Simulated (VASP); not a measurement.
Given:

```
PbO
1.0
    3.98972     0.00000     0.00000
    0.00000     3.98972     0.00000
    0.00000     0.00000     5.03190
Pb O
2 2
Cartesian
  1.99486   0.00000   3.79587
  0.00000   1.99486   1.18603
  1.99486   1.99486   0.00000
  0.00000   0.00000   0.00000
```

All values below come from PBEsol GGA, VASP's PBE PAW potentials (set 64) (plane waves; VASP). Settings: 600 eV cut-off, 6×6×4 Γ-centred mesh, Gaussian smearing of 0.050 eV, potentials Pb_d O.

Without a dispersion term in the relaxation, distances and binding between the weakly bound layers, chains or molecules are unreliable, and so is what depends on them.

Task: Which forces act on the atoms, in eV/Å?

Result: 
```tsv
atom	Fx	Fy	Fz
Pb1	0.000	0.000	0.610
Pb2	0.000	0.000	-0.218
O3	0.000	0.000	-0.196
O4	0.000	0.000	-0.196
```

Task: Give the stress tensor in GPa (positive for a compressed cell).

Result: 
```
-1.08   0.00   0.00
 0.00  -1.08   0.00
 0.00   0.00  -1.76
```
The pressure is its mean diagonal, -1.31 GPa.

The compound is PbO in the litharge structure. This cell was strained or had an atom moved on purpose.
